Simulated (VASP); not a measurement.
Write the native input for VASP 6.6.1 that does the following.

| Property | Result |
| --- | --- |
| Task | relaxation of cell and atoms |
| Functional | PBE |
| Potentials or basis | VASP PAW PBE potentials, release 64 (Al, B, P) |
| Cutoff | 520 eV |
| k mesh | 12 × 12 × 2 |
| Occupations | gaussian, width 0.1 eV |
| Spin | no spin polarisation |
| Further INCAR settings | ALGO = Normal; EDIFF = 1e-06; IBRION = 2; EDIFFG = -0.01; NSW = 90; ISIF = 3 |

The structure of Al4B3P lies in POSCAR:

```
Al4B3P
1.0
    3.0578676400      0.0000000000      0.0000000000
   -1.5289338200      2.6481910500      0.0000000000
    0.0000000000      0.0000000000     23.7650000000
Al B P
8 6 2
Direct
    0.6666666700      0.3333333300      0.3537976000
    0.0000000000      0.0000000000      0.7933936500
    0.0000000000      0.0000000000      0.2066063500
    0.0000000000      0.0000000000      0.9308226400
    0.0000000000      0.0000000000      0.0691773600
    0.3333333300      0.6666666700      0.6462024000
    0.3333333300      0.6666666700      0.4515043100
    0.6666666700      0.3333333300      0.5484956900
    0.6666666700      0.3333333300      0.8635388200
    0.3333333300      0.6666666700      0.8613928000
    0.3333333300      0.6666666700      0.1364611800
    0.6666666700      0.3333333300      0.1386072000
    0.3333333300      0.6666666700      0.9999579200
    0.6666666700      0.3333333300      0.0000420800
    0.3333333300      0.6666666700      0.2786871400
    0.6666666700      0.3333333300      0.7213128600
```

The cell was built by a generator and needn't be a form met in nature.

The input as run:

INCAR

```
SYSTEM = Al4B3P
ALGO = Normal
EDIFF = 1E-6
EDIFFG = -0.01
ENCUT = 520
GGA = PE
IBRION = 2
ISIF = 3
ISMEAR = 0
KPAR = 8
LASPH = .True.
LCHARG = .False.
LREAL = .False.
LWAVE = .False.
NELM = 120
NSW = 90
PREC = Accurate
SIGMA = 0.1
```

KPOINTS

```
k-points
0
Gamma
  12 12 2
  0 0 0
```

Potentials or basis: VASP PAW PBE potentials, release 64 (Al, B, P).

Launch:

```sh
$ cat potpaw_PBE.64/Al/POTCAR potpaw_PBE.64/B/POTCAR potpaw_PBE.64/P/POTCAR > POTCAR
$ mpirun -np 8 vasp_std > vasp.out
```

It gave:

```json
{"Relaxed volume": "11.90 Å³/atom", "Relaxed cell": "a = 3.039 Å, b = 3.039 Å, c = 23.812 Å, α = 90.00°, β = 90.00°, γ = 120.00°", "Space group after relaxing (to 0.05 Å)": "P-3m1 (No. 164)", "Energy gained by relaxing": "5.4 meV/atom", "Ionic steps": "21", "Pressure after relaxing": "0.0 GPa", "Largest force after relaxing": "0.007 eV/Å", "Band gap on the k mesh": "none (metal or under the smearing width)"}
```

It took 6.6 min on 8 MPI ranks on AMD EPYC 9R45 (Zen 5), with other jobs on the host, peak memory 0.47 GiB a rank.
